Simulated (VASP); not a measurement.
An input for Quantum ESPRESSO's pw.x (written as the equivalent of a VASP run, and not itself run):

```
&CONTROL
  calculation = 'vc-relax'
  pseudo_dir = './pseudo'
  outdir = './out'
  tprnfor = .true.
  tstress = .true.
  nstep = 30
  forc_conv_thr = 0.00039
/
&SYSTEM
  ibrav = 0
  nat = 2
  ntyp = 1
  ecutwfc = 72
  occupations = 'smearing'
  smearing = 'methfessel-paxton'
  degauss = 0.00735
  input_dft = 'pz'
/
&ELECTRONS
  conv_thr = 7.3e-09
  electron_maxstep = 100
/
&IONS
/
&CELL
  cell_dofree = 'shape'
/
ATOMIC_SPECIES
  Sn 118.710 Sn.upf
CELL_PARAMETERS angstrom
    -2.8294300    2.8294300    1.5338867
     2.8294300   -2.8294300    1.5338867
     2.8294300    2.8294300   -1.5338867
ATOMIC_POSITIONS crystal
  Sn   0.2500000  0.7500000  0.5000000
  Sn   0.0000000  0.0000000  0.0000000
K_POINTS automatic
  13 13 13 0 0 0
```

**Question.** Translate this input to VASP (INCAR, KPOINTS, POSCAR, choice of POTCAR).

**Answer.** Several could match; the one computed here: 
**POSCAR**
```
Sn
1.0
 -2.8294300093   2.8294300093   1.5338866794
  2.8294300093  -2.8294300093   1.5338866794
  2.8294300093   2.8294300093  -1.5338866794
Sn
2
direct
  0.2500000000   0.7500000000   0.5000000000
  0.0000000000   0.0000000000   0.0000000000
```

File KPOINTS:
```
kpoints
0
gamma
 13 13 13
```

INCAR:
```
ALGO  =  Normal
EDIFF  =  1E-7
EDIFFG  =  -0.01
ENCUT  =  520
IBRION  =  2
ISIF  =  4
ISMEAR  =  1
LASPH  =  .True.
LCHARG  =  .False.
LMAXMIX  =  4
LREAL  =  .False.
LWAVE  =  .False.
NELM  =  100
NSW  =  30
PREC  =  Accurate
SIGMA  =  0.1
SYSTEM  =  Sn
```

POTCAR, in this order: Sn_d (LDA.64 set). Program: vasp_std.

The two are equivalent in intent, not identical: the potentials are each code's own (VASP's PAW set, PseudoDojo norm-conserving files in pw.x), so ENCUT and ecutwfc are chosen apart and not converted; conv_thr bounds pw.x's estimated SCF error, while EDIFF bounds the energy change between steps; forc_conv_thr acts on force components and is met together with etot_conv_thr.

The compound is Sn in the beta structure. This cell is one point of a volume scan, at 0.94 of the reference volume.
